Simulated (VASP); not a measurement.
The input files of a VASP run:

**POSCAR**
```
CaSe
1
    0.0000000000     2.9575413881     2.9575413881
    2.9575413881     0.0000000000     2.9575413881
    2.9575413881     2.9575413881     0.0000000000
Ca Se
1 1
Direct
  0.0000000000   1.0000000000   0.0000000000
  0.5000000000   0.5000000000   0.5000000000
```

KPOINTS:
```
Automatic
0
gamma
  8 8 8
```

### INCAR
```
GGA=PE
ISIF=2   # forces and stress, cell fixed
LCHARG=F
IVDW=11   # D3, zero damping
LASPH=T   # aspherical one-centre terms
SIGMA=0.05   # width (eV)
LMAXMIX=4
ALGO=Normal   # blocked Davidson
SYSTEM=CaSe
NELM=100
EDIFF=1E-7
LREAL=F   # projection in real space or not
ISMEAR=0
ENCUT=520
PREC=Accurate
LWAVE=F
```

POTCAR, in this order: Ca_sv Se (PBE.64 set). Program: vasp_std.

### Question
Write an equivalent input for Quantum ESPRESSO's pw.x.

### Answer
One equivalent input (not run):
```
&CONTROL
  calculation = 'scf'
  pseudo_dir = './pseudo'
  outdir = './out'
  tprnfor = .true.
  tstress = .true.
/
&SYSTEM
  ibrav = 0
  nat = 2
  ntyp = 2
  ecutwfc = 86
  occupations = 'smearing'
  smearing = 'gaussian'
  degauss = 0.003675
  input_dft = 'pbe'
  vdw_corr = 'grimme-d3'
  dftd3_version = 3
  dftd3_threebody = .false.
/
&ELECTRONS
  conv_thr = 7.3e-09
  electron_maxstep = 100
/
ATOMIC_SPECIES
  Ca 40.078 Ca.upf
  Se 78.971 Se.upf
CELL_PARAMETERS angstrom
     0.0000000    2.9575414    2.9575414
     2.9575414    0.0000000    2.9575414
     2.9575414    2.9575414    0.0000000
ATOMIC_POSITIONS crystal
  Ca   0.0000000  1.0000000  0.0000000
  Se   0.5000000  0.5000000  0.5000000
K_POINTS automatic
  8 8 8 0 0 0
```
What does not carry over: the potentials are each code's own (VASP's PAW set, PseudoDojo norm-conserving files in pw.x), so ENCUT and ecutwfc are chosen apart and not converted; conv_thr bounds pw.x's estimated SCF error, while EDIFF bounds the energy change between steps.

The compound is CaSe in the rock salt structure. It was relaxed first.
